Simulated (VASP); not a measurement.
Input of a VASP 6.6.1 run:

The input INCAR:

```
SYSTEM = Ca2ZrN2
ALGO = Normal ; EDIFF = 1E-6
ENCUT = 520 ; ISIF = 2
ISMEAR = 0 ; KPAR = 4
LASPH = .True. ; LCHARG = .False.
LMIXTAU = .True. ; LREAL = .False.
LWAVE = .False. ; METAGGA = R2SCAN
NELM = 150 ; PREC = Accurate
SIGMA = 0.1
```

File KPOINTS:

```
k-points
0
Gamma
  10 10 4
  0 0 0
```

POSCAR

```
Ca2ZrN2                                 
1.0
    3.3664716432     -0.0000000000     -0.0000000000
   -1.6832358216      2.9154499619      0.0000000000
    0.0000000000      0.0000000000      8.9019324815
  Ca              Zr              N             
     2     1     2
Direct
     0.3333333300000021    0.6666666699999979    0.3034229557882616
     0.6666666699999979    0.3333333300000021    0.6965770442117384
     0.0000000000000000    0.0000000000000000    0.0000000000000000
     0.6666666699999979    0.3333333300000021    0.1404932131434904
     0.3333333300000021    0.6666666699999979    0.8595067868565096
```

Potentials or basis: VASP PAW PBE potentials, release 64 (Ca_sv, Zr_sv, N).

The run is started by

```bash
$ cat potpaw_PBE.64/Ca_sv/POTCAR potpaw_PBE.64/Zr_sv/POTCAR potpaw_PBE.64/N/POTCAR > POTCAR
$ mpirun -np 4 vasp_std > vasp.out
```

Q: What does it give for the pressure?

A: -0.6 GPa.

Q: Predict the largest force.

A: 0.150 eV/Å.

Stress tensor (GPa, compression positive):
```
-0.67  0.00  0.00
 0.00 -0.67  0.00
 0.00  0.00 -0.41
```

Caveat: the PAW data sets were made with another functional, which shifts forces and pressure a little.
